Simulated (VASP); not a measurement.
VASP runs on Zr3Sc (space group Fm-3m) share one base input (PBE GGA, plane waves, VASP's PBE PAW potentials (set 64)) and change the settings named in each case.

KPOINTS:
```
Automatic mesh
0
Gamma
5 5 5
0 0 0
```

**POSCAR**
```
Zr3Sc
1
    0.0000000000     3.8362390000     3.8362390000
    3.8362390000     0.0000000000     3.8362390000
    3.8362390000     3.8362390000     0.0000000000
Sc Zr
1 3
Direct
  0.0000000000   0.0000000000   0.0000000000
  0.5000000000   0.5000000000   0.5000000000
  0.2500000000   0.2500000000   0.2500000000
  0.7500000000   0.7500000000   0.7500000000
```

**INCAR**
```
! general
SYSTEM   =  Zr3Sc
PREC     =  Accurate
ENCUT    =  300
LREAL    =  .FALSE.   ! projection in real space or not
LASPH    =  .TRUE.   ! aspherical one-centre terms

! electronic loop
EDIFF    =  1E-6   ! SCF stop (eV)
NELM     =  100
ALGO     =  Normal   ! blocked Davidson
LMAXMIX  =  4

! smearing
ISMEAR   =  0
SIGMA    =  0.272   ! width (eV)

! functional
GGA      =  PE   ! PBE

! ions
ISIF     =  2

! output
LWAVE    =  .FALSE.
LCHARG   =  .FALSE.
```

POTCAR, in this order: Sc_sv Zr_sv (PBE.64 set). Program: vasp_std.

```csv
change,E(σ→0) (eV/atom),pressure (GPa),−TS (eV)
base run,-7.6240,-11.56,-0.3863
"GGA removed, POTCAR Sc_sv Zr_sv (LDA.64 set)",-8.1486,[?],[?]
"GGA_COMPAT = .FALSE., LNONCOLLINEAR = .TRUE., LSORBIT = .TRUE., MAGMOM = 0.0 0.0 0.0 0.0 0.0 0.0 0.0 0.0 0.0 0.0 0.0 0.0, program vasp_ncl",-7.6782,[?],[?]
KPOINTS 1×1×1 Γ-centred mesh,-8.2089,-19.49,-0.5589
```

### Question
Some entries are withheld; supply them.

### Answer

- GGA removed, POTCAR Sc_sv Zr_sv (LDA.64 set), pressure (GPa): -15.87
- GGA removed, POTCAR Sc_sv Zr_sv (LDA.64 set), −TS (eV): -0.3830
- GGA_COMPAT = .FALSE., LNONCOLLINEAR = .TRUE., LSORBIT = .TRUE., MAGMOM = 0.0 0.0 0.0 0.0 0.0 0.0 0.0 0.0 0.0 0.0 0.0 0.0, program vasp_ncl, pressure (GPa): -11.57
- GGA_COMPAT = .FALSE., LNONCOLLINEAR = .TRUE., LSORBIT = .TRUE., MAGMOM = 0.0 0.0 0.0 0.0 0.0 0.0 0.0 0.0 0.0 0.0 0.0 0.0, program vasp_ncl, −TS (eV): -0.3860

Energies of different potentials or functionals have different zeros.  At 300 eV the pressure can carry a Pulay error.

Left out are runs that ran out of time, are held back, or changed the cell or the kind of run, fixed moments of cells without a moment, rows past the twelfth, gaps on odd meshes, pressures of charged cells and columns that move by less than the noise.

The structure was generated: Zr3Sc was put into an ordered model structure, which need not be its known phase. The cell was not relaxed at this level. VASP warned that the highest band is occupied, so more bands are needed.
